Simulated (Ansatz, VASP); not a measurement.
Ta3P2: VASP beside Ansatz

```
CELL_PARAMETERS angstrom
0.00000 4.16479 6.31955
3.89221 0.00000 6.31955
3.89221 4.16479 0.00000
ATOMIC_POSITIONS crystal
Ta 0.71970 0.13330 0.28030
Ta 0.86670 0.28030 0.13330
Ta 0.28030 0.86670 0.71970
Ta 0.13330 0.71970 0.86670
Ta 0.85190 0.85190 0.14810
Ta 0.14810 0.14810 0.85190
P 0.71800 0.28200 0.71800
P 0.28200 0.71800 0.28200
P 0.25000 0.25000 0.25000
P 0.75000 0.75000 0.75000
```

Alike in both runs: task single point; functional PBE; k mesh 4 × 4 × 4; occupations gaussian, width 0.1 eV; no spin polarisation.

|  | VASP | Ansatz |
| --- | --- | --- |
| version | VASP 6.6.1 | Ansatz 0.2.0 |
| potentials or method | VASP PAW PBE potentials, release 64 (Ta_pv, P) | scalar-relativistic, plane waves, PAW |
| plane-wave cutoff (eV) | 520 | 420 |
| valence electrons in the cell | 86 | 98 |

Ansatz gave:

```
gap on the k mesh at the Fermi level (eV) : none
rms of the force components (eV/Å)        : 12.393
```

Task: Which values does VASP return?

Result: gap on the k mesh at the Fermi level (eV): none; rms of the force components (eV/Å): 12.018.

Atom by atom the forces differ by 0.375 eV/Å (rms over components). A gap of «none» marks a metal or a gap that the smearing closes. The two sets of potentials don't hold the same shells in valence.

Caveats: forces of over 1 eV/Å show positions far from the minimum, so gaps and moduli don't describe the material at rest. Spin-orbit coupling is left out, which matters for the levels of Ta.
